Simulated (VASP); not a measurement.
Computed with PBE GGA with D4 dispersion, VASP's PBE PAW potentials (set 64) (plane waves; VASP 6.6.1).

A VASP calculation is set up with these files.

INCAR:
```
# general
SYSTEM = K
PREC   = Accurate
ENCUT  = 520   # plane-wave cut-off (eV)
LREAL  = .FALSE.
LASPH  = .TRUE.

# electronic loop
EDIFF  = 1E-6   # SCF stop (eV)
NELM   = 100   # most electronic steps
ALGO   = Normal

# smearing
ISMEAR = 1   # Methfessel-Paxton
SIGMA  = 0.1

# functional
GGA    = PE   # PBE
IVDW   = 13   # D4

# ions
IBRION = 2
NSW    = 60   # most ionic steps
ISIF   = 3   # ions, shape and volume
EDIFFG = -0.01   # ionic stop

# output
LWAVE  = .FALSE.
LCHARG = .FALSE.
```

KPOINTS:
```
K-points
0
Gamma
 9 9 9
```

**POSCAR**
```
K
1
   -2.6004942015     2.6004942015     2.6004942015
    2.6004942015    -2.6004942015     2.6004942015
    2.6004942015     2.6004942015    -2.6004942015
K
1
Direct
  1.0000000000   1.0000000000   1.0000000000
```

POTCAR, in this order: K_sv (PBE.64 set). Program: vasp_std.

What VASP printed:

**OSZICAR**
```
       N       E                     dE             d eps       ncg     rms          rms(c)
DAV:   1     0.454995105697E+02    0.45500E+02   -0.36257E+03   560   0.864E+02
DAV:   2     0.334561682148E+00   -0.45165E+02   -0.45050E+02   560   0.217E+02
DAV:   3    -0.987022907929E+00   -0.13216E+01   -0.13025E+01   864   0.343E+01
DAV:   4    -0.104758164793E+01   -0.60559E-01   -0.60537E-01   928   0.473E+00
DAV:   5    -0.104811976282E+01   -0.53811E-03   -0.53795E-03   920   0.359E-01    0.210E+00
DAV:   6    -0.104811348916E+01    0.62737E-05   -0.15791E-03   960   0.303E-01    0.131E+00
DAV:   7    -0.104847822205E+01   -0.36473E-03   -0.31002E-03   896   0.420E-01    0.559E-02
DAV:   8    -0.104852850071E+01   -0.50279E-04   -0.13265E-04   848   0.161E-01    0.194E-02
DAV:   9    -0.104854413821E+01   -0.15637E-04   -0.13904E-05   816   0.351E-02    0.749E-03
DAV:  10    -0.104854318819E+01    0.95002E-06   -0.27469E-06   904   0.157E-02
   1 F= -.11206252E+01 E0= -.11204721E+01  d E =-.112063E+01
```

**OUTCAR**
```
------------------------ aborting loop because EDIFF is reached ----------------------------------------
  Edisp (eV):   -0.07208
  FORCE on cell =-STRESS in cart. coord.  units (eV):
  Direction    XX          YY          ZZ          XY          YZ          ZX
  --------------------------------------------------------------------------------------
  Total       0.00118     0.00118     0.00118     0.00000     0.00000    -0.00000
  in kB       0.02679     0.02679     0.02679     0.00000     0.00000    -0.00000
  external pressure =        0.03 kB  Pullay stress =        0.00 kB
  volume of cell :       70.34
      direct lattice vectors                 reciprocal lattice vectors
    -2.600494202  2.600494202  2.600494202     0.000000000  0.192271146  0.192271146
     2.600494202 -2.600494202  2.600494202     0.192271146  0.000000000  0.192271146
     2.600494202  2.600494202 -2.600494202     0.192271146  0.192271146  0.000000000
 POSITION                                       TOTAL-FORCE (eV/Angst)
 -----------------------------------------------------------------------------------
      0.00000      0.00000      0.00000        -0.000000      0.000000      0.000000
 -----------------------------------------------------------------------------------
    total drift:                               -0.000000     -0.000000      0.000000
  FREE ENERGIE OF THE ION-ELECTRON SYSTEM (eV)
  ---------------------------------------------------
  free  energy   TOTEN  =        -1.1206252064 eV

  energy  without entropy=       -1.1201658791  energy(sigma->0) =       -1.12047210

 reached required accuracy - stopping structural energy minimisation
```
(Selected blocks of OUTCAR.)

The compound is K in the bcc structure. It was relaxed first. The start is the result of an earlier pass.
